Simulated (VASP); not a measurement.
Given:

```yaml
crystal:
  lattice:
    - [3.90287, 0.00000, 0.00000]
    - [-1.95143, 3.37998, 0.00000]
    - [0.00000, 0.00000, 6.44020]
  atoms:
    - { symbol: Si, position: [0.33333, 0.66667, 0.00037] }
    - { symbol: Si, position: [0.66667, 0.33333, 0.50037] }
    - { symbol: Ge, position: [0.33333, 0.66667, 0.37463] }
    - { symbol: Ge, position: [0.66667, 0.33333, 0.87463] }
```

All values below come from PBEsol GGA, VASP's PBE PAW potentials (set 64) (plane waves; VASP). Settings: 500 eV cut-off, 7×7×4 Γ-centred mesh, Gaussian smearing of 0.050 eV, potentials Si Ge_d.

Problem. Predict the energy per atom (σ→0).

Solution. 
| Quantity | Value |
|---|---|
| energy per atom (σ→0) | -5.312 eV/atom |

Only differences to runs with the same potentials and settings are physical.

The structure was generated: SiGe was put into the wurtzite type (P6_3mc), which need not be its known phase. It was relaxed first, which changed the volume by +12 %.
